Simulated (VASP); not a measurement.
Method: r2SCAN meta-GGA, VASP's PBE PAW potentials (set 64) (plane waves; VASP 6.6.1).

The input files of a VASP run:

**POSCAR**
```
NiSb
1
    1.9634461387    -3.4007886329    -0.0000000000
    1.9634461387     3.4007886329    -0.0000000000
    0.0000000000     0.0000000000     5.1194273620
Ni Sb
2 2
Direct
  0.0000000000   0.0000000000   0.5000000000
  0.0000000000   0.0000000000   0.0000000000
  0.3333330000   0.6666670000   0.2500000000
  0.6776938541   0.3223061459   0.7500000000
```

File KPOINTS:
```
K-points
0
G
8 8 6
0 0 0
```

**INCAR**
```
LASPH = .TRUE.
EDIFF = 1E-7   # SCF stop (eV)
LCHARG = .FALSE.
ENCUT = 480
LWAVE = .FALSE.
ISMEAR = 1   # Methfessel-Paxton
LMAXMIX = 4
ALGO = Normal
LMIXTAU = .TRUE.
NELM = 100   # most electronic steps
SYSTEM = NiSb
SIGMA = 0.1   # width (eV)
METAGGA = R2SCAN
LREAL = .FALSE.   # projection in real space or not
PREC = Accurate
ISIF = 2   # forces and stress, cell fixed
```

POTCAR, in this order: Ni Sb (PBE.64 set). Program: vasp_std.

Output

**OSZICAR**
```
       N       E                     dE             d eps       ncg     rms          rms(c)
DAV:   1     0.111400040884E+03    0.11140E+03   -0.12525E+04  3200   0.159E+03
DAV:   2    -0.718101350848E+02   -0.18321E+03   -0.17822E+03  3219   0.324E+02
DAV:   3    -0.808746001922E+02   -0.90645E+01   -0.87991E+01  3643   0.910E+01
DAV:   4    -0.811226935057E+02   -0.24809E+00   -0.24595E+00  3589   0.139E+01
DAV:   5    -0.811309602474E+02   -0.82667E-02   -0.82651E-02  3894   0.268E+00    0.128E+01
DAV:   6    -0.802774210150E+02    0.85354E+00   -0.37427E+01  3393   0.116E+02    0.176E+01
DAV:   7    -0.761208156618E+02    0.41566E+01   -0.11298E+01  3450   0.729E+01    0.420E+00
DAV:   8    -0.763310604833E+02   -0.21024E+00   -0.22641E+00  4488   0.184E+01    0.323E+00
DAV:   9    -0.763056943816E+02    0.25366E-01   -0.28422E-01  3869   0.945E+00    0.897E-01
DAV:  10    -0.763334364270E+02   -0.27742E-01   -0.39407E-02  3695   0.205E+00    0.427E-01
DAV:  11    -0.763327450394E+02    0.69139E-03   -0.32056E-03  4764   0.730E-01    0.159E-01
DAV:  12    -0.763339956817E+02   -0.12506E-02   -0.65263E-03  3641   0.111E+00    0.943E-02
DAV:  13    -0.763343386997E+02   -0.34302E-03   -0.68381E-04  3465   0.379E-01    0.478E-02
DAV:  14    -0.763343475240E+02   -0.88244E-05   -0.45707E-05  3956   0.681E-02    0.135E-02
DAV:  15    -0.763343531308E+02   -0.56068E-05   -0.25595E-05  3646   0.807E-02    0.573E-03
DAV:  16    -0.763343545924E+02   -0.14616E-05   -0.31446E-06  3482   0.280E-02    0.295E-03
DAV:  17    -0.763343546754E+02   -0.82944E-07   -0.49017E-07  3432   0.109E-02
   1 F= -.76334355E+02 E0= -.76334006E+02  d E =-.104564E-02
```

File OUTCAR:
```
------------------------ aborting loop because EDIFF is reached ----------------------------------------
  FORCE on cell =-STRESS in cart. coord.  units (eV):
  Direction    XX          YY          ZZ          XY          YZ          ZX
  --------------------------------------------------------------------------------------
  Total       -0.2870727      0.7340495      0.1188872      0.0000000      0.0000000      0.0000000
  in kB       -6.7274809     17.2022768      2.7860945      0.0000000      0.0000000      0.0000000
  external PRESSURE =       4.4202968 kB  Pullay stress =       0.0000000 kB
  volume of cell :       68.37
      direct lattice vectors                 reciprocal lattice vectors
     1.963446139 -3.400788633  0.000000000     0.254654299 -0.147024721  0.000000000
     1.963446139  3.400788633  0.000000000     0.254654299  0.147024721  0.000000000
     0.000000000  0.000000000  5.119427362     0.000000000  0.000000000  0.195334347
 POSITION                                       TOTAL-FORCE (eV/Angst)
 -----------------------------------------------------------------------------------
      0.00000      0.00000      2.55971         0.000000     -0.275242     -0.025781
      0.00000      0.00000      0.00000         0.000000     -0.275242      0.025781
      1.96345      1.13360      1.27986         0.000000     -0.052522      0.000000
      1.96345     -1.20860      3.83957         0.000000      0.603007      0.000000
 -----------------------------------------------------------------------------------
    total drift:                               -0.000000     -0.000894     -0.000000
  FREE ENERGIE OF THE ION-ELECTRON SYSTEM (eV)
  ---------------------------------------------------
  free  energy   TOTEN  =       -76.3343546754 eV

  energy  without entropy=      -76.3333090396  energy(sigma->0) =      -76.33400613
```
(Selected blocks of OUTCAR.)

**OUTCAR**
```
 val. band max:       10.0779894235   @ k =  -0.2500   0.2500   0.3333

 cond. band min:      10.0866372566   @ k =   0.3750   0.0000   0.0000


 Fermi energy:        10.0803761836

 k-point     1 :       0.0000    0.0000    0.0000
  band No.  band energies     occupation
      1      -3.6020      2.00000
      2       1.2709      2.00000
      3       3.3628      2.00000
      4       5.8443      2.00000
      5       5.8716      2.00000
      6       6.6746      2.00000
      7       7.2388      2.00000
      8       7.2456      2.00000
      9       7.7528      2.00000
     10       7.7605      2.00000
     11       8.5453      2.00000
     12       8.5849      2.00000
     13       9.8935      2.02389
     14      10.3642     -0.00045
     15      10.7417     -0.00000
     16      12.4489      0.00000
     17      12.6394      0.00000
     18      13.5446      0.00000
     19      14.2858      0.00000

 k-point     2 :       0.1250    0.0000    0.0000
  band No.  band energies     occupation
      1      -3.3953      2.00000
      2       1.2530      2.00000
      3       3.5938      2.00000
      4       5.7929      2.00000
      5       5.8939      2.00000
      6       6.6000      2.00000
      7       7.0947      2.00000
      8       7.1747      2.00000
      9       7.6393      2.00000
     10       7.7981      2.00000
     11       8.5401      2.00000
     12       8.5748      2.00000
     13       9.3390      2.00000
     14       9.8302      2.00230
     15       9.8674      2.01030
     16      11.8161     -0.00000
     17      13.1692      0.00000
     18      13.8729      0.00000
     19      14.9587      0.00000

 k-point     3 :      -0.1250    0.1250    0.0000
  band No.  band energies     occupation
      1      -3.3956      2.00000
      2       1.2579      2.00000
      3       3.5950      2.00000
      4       5.8022      2.00000
      5       5.9205      2.00000
      6       6.5713      2.00000
      7       7.1031      2.00000
...
```

Unless said otherwise, spin-orbit coupling is left out, though it shifts the bands of the heavy elements here.

The compound is NiSb in the NiAs type structure. This cell was strained or had an atom moved on purpose. The run is not spin-polarised, so no magnetic state was tried.
